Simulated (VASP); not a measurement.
OSZICAR of a VASP run on Cd (hcp):

### OSZICAR
```
       N       E                     dE             d eps       ncg     rms          rms(c)
DAV:   1     0.172336292084E+03    0.17234E+03   -0.13409E+04  4808   0.151E+03
DAV:   2     0.796080677310E+01   -0.16438E+03   -0.16160E+03  4920   0.374E+02
DAV:   3     0.464958402803E+01   -0.33112E+01   -0.33069E+01  5936   0.629E+01
DAV:   4     0.464557070916E+01   -0.40133E-02   -0.40156E-02  5664   0.193E+00
DAV:   5     0.464555944819E+01   -0.11261E-04   -0.11263E-04  5952   0.944E-02    0.429E+00
DAV:   6     0.476340359437E+01    0.11784E+00   -0.33802E-01  5136   0.754E+00    0.343E+00
DAV:   7     0.477070721577E+01    0.73036E-02   -0.30838E-02  5392   0.177E+00    0.174E+00
DAV:   8     0.477096369194E+01    0.25648E-03   -0.35273E-03  5240   0.828E-01    0.919E-02
DAV:   9     0.477092332797E+01   -0.40364E-04   -0.31502E-05  6256   0.660E-02    0.355E-02
DAV:  10     0.477088277268E+01   -0.40555E-04   -0.46633E-05  5288   0.692E-02    0.314E-03
DAV:  11     0.477088265009E+01   -0.12259E-06   -0.42205E-08  4912   0.213E-03    0.157E-03
DAV:  12     0.477088255891E+01   -0.91179E-07   -0.56169E-08  3656   0.196E-03
   1 F= 0.47708826E+01 E0= 0.47708826E+01  d E =0.000000E+00
```

Question: Which electronic solver shows in the log?

Answer: It is blocked Davidson (ALGO = Normal, or the opening steps of other solvers). The INCAR had ALGO = Normal.

Question: Can the final energy be trusted as converged?

Answer: The run converged. It stopped with EDIFF = 1E-7, NELM = 100 (optB86b-vdW, plane waves, VASP's PBE PAW potentials (set 64)).

The compound is Cd in the hcp structure. It was relaxed first.
